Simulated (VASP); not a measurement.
Runs of VASP 6.6.1 on SnTe. It takes space group Fm-3m (No. 225, cubic). Conventional cell: a = 6.290 Å, b = 6.290 Å, c = 6.290 Å, α = 90.00°, β = 90.00°, γ = 90.00°. Sn (site symmetry m-3m) is surrounded by 6 Te at 3.14 Å. Te (site symmetry m-3m) has 6 Sn at 3.14 Å as nearest neighbours. 

```tsv
task	level	cell	k mesh	cutoff (eV)	grid for exact exchange (PRECFOCK)	exchange at q = 0	screening parameter	gap on the mesh (eV)	pressure (GPa)
band structure	PBE	Fm-3m, 31.1 Å³/atom	6 × 6 × 6	520	Fast	-	-	0.11	2.5
relaxation of cell and atoms	PBEsol	relaxed	10 × 10 × 10	600	-	-	-	0.16	0.0
band structure	PBE0	Fm-3m, 31.1 Å³/atom	6 × 6 × 6	520	Fast	truncated	-	(b)	1.2
band structure	HSE06	Fm-3m, 31.1 Å³/atom	6 × 6 × 6	520	Fast	-	0.2 1/A	(a)	1.5
```

Alike in all rows: potentials or basis VASP PAW PBE potentials, release 64 (Sn_d, Te); no spin polarisation; smearing gaussian 0.03 eV.

**Question.** Estimate the missing entries.

**Answer.** (a) 0.06; (b) 0.22.

Caveats: spin-orbit coupling is left out, which moves the levels of the heavy elements; the PAW data sets were made with another functional, which shifts forces and pressure a little (some runs).

A k mesh can miss the band edges, and the runs leave out spin-orbit coupling on Sn, Te.
